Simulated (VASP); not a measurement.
Level of theory: PBEsol GGA, VASP's PBE PAW potentials (set 64) (plane waves; VASP).

VASP ran on this input.

KPOINTS:
```
k-points along high-symmetry lines
15
Line-mode
Reciprocal
  0.000000   0.000000   0.000000 ! GAMMA
  0.000000   0.500000   0.000000 ! X

  0.000000   0.500000   0.000000 ! X
  0.500000   0.500000   0.000000 ! M

  0.500000   0.500000   0.000000 ! M
  0.000000   0.000000   0.000000 ! GAMMA

  0.000000   0.000000   0.000000 ! GAMMA
  0.500000   0.500000   0.500000 ! R

  0.500000   0.500000   0.500000 ! R
  0.000000   0.500000   0.000000 ! X

  0.500000   0.500000   0.500000 ! R
  0.500000   0.500000   0.000000 ! M
```

**POSCAR**
```
KZnF3
4.0579340
  1.0000000897   0.0000000000   0.0000000000
  0.0000000000   1.0000000897   0.0000000000
  0.0000000000   0.0000000000   1.0000000897
K Zn F
1 1 3
Direct
  0.0000000000   0.0000000000   0.0000000000
  0.5000000000   0.5000000000   0.5000000000
  0.5000000000   0.0000000000   0.5000000000
  0.0000000000   0.5000000000   0.5000000000
  0.5000000000   0.5000000000   0.0000000000
```

INCAR:
```
SYSTEM  =  KZnF3
PREC  =  Accurate; ENCUT  =  520; LREAL  =  .FALSE.
LASPH  =  .TRUE.; ICHARG  =  11
EDIFF  =  1E-7; NELM  =  100; ALGO  =  Normal
LMAXMIX  =  4
ISMEAR  =  0; SIGMA  =  0.05
GGA  =  PS
LWAVE  =  .FALSE.; LCHARG  =  .FALSE.; LORBIT  =  11
```

POTCAR, in this order: K_sv Zn F (PBE.64 set). Program: vasp_std. Read from the step before: CHGCAR.

Output

**OSZICAR**
```
       N       E                     dE             d eps       ncg     rms          rms(c)
DAV:   1     0.435568257503E+03    0.43557E+03   -0.22723E+04  4500   0.202E+03
DAV:   2     0.151861277529E+02   -0.42038E+03   -0.40988E+03  5307   0.491E+02
DAV:   3    -0.201141331809E+02   -0.35300E+02   -0.35009E+02  5390   0.151E+02
DAV:   4    -0.209431579516E+02   -0.82902E+00   -0.82789E+00  7095   0.214E+01
DAV:   5    -0.209545153581E+02   -0.11357E-01   -0.11350E-01  5872   0.196E+00
DAV:   6    -0.209550361288E+02   -0.52077E-03   -0.52067E-03  6653   0.261E-01
DAV:   7    -0.209550403530E+02   -0.42243E-05   -0.42236E-05  5943   0.267E-02
DAV:   8    -0.209550404099E+02   -0.56808E-07   -0.56753E-07  5683   0.294E-03
   1 F= -.20955040E+02 E0= -.20955040E+02  d E =-.167278E-20
```

### OUTCAR
```
 val. band max:       -0.9404537546   @ k =   0.5000   0.5000   0.5000

 cond. band min:       2.6832771682   @ k =   0.0000   0.0000   0.0000



 k-point     1 :       0.0000    0.0000    0.0000
  band No.  band energies     occupation
      1     -27.8170      2.00000
      2     -22.3976      2.00000
      3     -21.7612      2.00000
      4     -21.7612      2.00000
      5     -11.3734      2.00000
      6     -11.3734      2.00000
      7     -11.3734      2.00000
      8      -5.0961      2.00000
      9      -5.0961      2.00000
     10      -5.0961      2.00000
     11      -4.3456      2.00000
     12      -4.3456      2.00000
     13      -4.3456      2.00000
     14      -4.0006      2.00000
     15      -4.0006      2.00000
     16      -2.9696      2.00000
     17      -2.9696      2.00000
     18      -2.9696      2.00000
     19      -2.7640      2.00000
     20      -2.7640      2.00000
     21      -2.7640      2.00000
     22       2.6833      0.00000
     23       7.6752      0.00000
     24       7.6752      0.00000
     25       8.2875      0.00000

 k-point     2 :       0.0000    0.0357    0.0000
  band No.  band energies     occupation
      1     -27.8167      2.00000
      2     -22.3961      2.00000
      3     -21.7630      2.00000
      4     -21.7615      2.00000
      5     -11.3734      2.00000
      6     -11.3729      2.00000
      7     -11.3729      2.00000
      8      -5.1288      2.00000
      9      -5.0955      2.00000
     10      -5.0955      2.00000
     11      -4.3505      2.00000
     12      -4.3505      2.00000
     13      -4.3456      2.00000
     14      -4.0006      2.00000
     15      -3.9784      2.00000
     16      -2.9724      2.00000
     17      -2.9673      2.00000
     18      -2.9673      2.00000
     19      -2.7666      2.00000
     20      -2.7635      2.00000
     21      -2.7635      2.00000
     22       2.7099      0.00000
     23       7.6864      0.00000
     24       7.6878      0.00000
...
```

The density is held fixed in this step, so its total energy and stress have no physical meaning.

The compound is KZnF3 in the cubic perovskite structure. It was relaxed first.
